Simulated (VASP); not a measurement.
CaP5: single point with PBE

The system is CaP5.

```
Ca P
1.0
     5.63034    0.00000    0.00000
    -2.81517    4.87602    0.00000
     0.00000    0.00000    4.69388
Ca P
1 5
Direct
  0.00000 0.00000 0.00000
  0.50000 0.00000 0.50000
  0.50000 0.50000 0.50000
  0.00000 0.50000 0.50000
  0.33333 0.66667 0.00000
  0.66667 0.33333 0.00000
```

The cell was built by a generator and needn't be a form met in nature.

The cell isn't the ideal one: species swapped into the YFe5 type (P6/mmm, No. 191).

| Quantity | Value |
| --- | --- |
| Program | VASP 6.6.1 |
| Task | single point |
| Functional | PBE |
| Potentials or basis | VASP PAW PBE potentials, release 64 (Ca_sv, P) |
| Cutoff | 520 eV |
| k mesh | 6 × 6 × 4 |
| Occupations | gaussian, width 0.1 eV |
| Spin | no spin polarisation |
| Dipole correction | no |
| Further INCAR settings | ALGO = Normal; EDIFF = 1e-06; NBANDS = 26 |

The pressure is -10.3 GPa and the band gap on the k mesh is none (metal or under the smearing width).

Stress tensor (GPa, compression positive):
```
 -9.75   0.00   0.00
  0.00  -9.75   0.00
  0.00   0.00 -11.49
```

Levels at points of the mesh, in eV from the Fermi level:
```tsv
k point	band 14	band 15	band 16	band 17	band 18	band 19	band 20	band 21	band 22	band 23
(0.00, 0.00, 0.00)	-1.83	-1.83	-1.70	-0.96	-0.96	0.54	0.82	0.82	2.45	2.45
(0.50, 0.00, 0.00)	-1.99	-1.95	-1.73	-1.23	-1.09	-0.70	1.51	1.64	1.78	2.73
(0.00, 0.00, 0.50)	-3.71	-0.88	-0.88	-0.23	0.16	2.38	2.75	2.92	2.95	2.95
(0.50, 0.00, 0.50)	-1.47	-1.30	-1.20	-0.99	-0.18	1.13	1.34	1.37	2.05	2.76
```

Run time: 2.3 min on 1 thread of AMD EPYC 7R43 64-Core Processor (Zen 3), with other jobs on the host, peak memory 0.21 GiB.
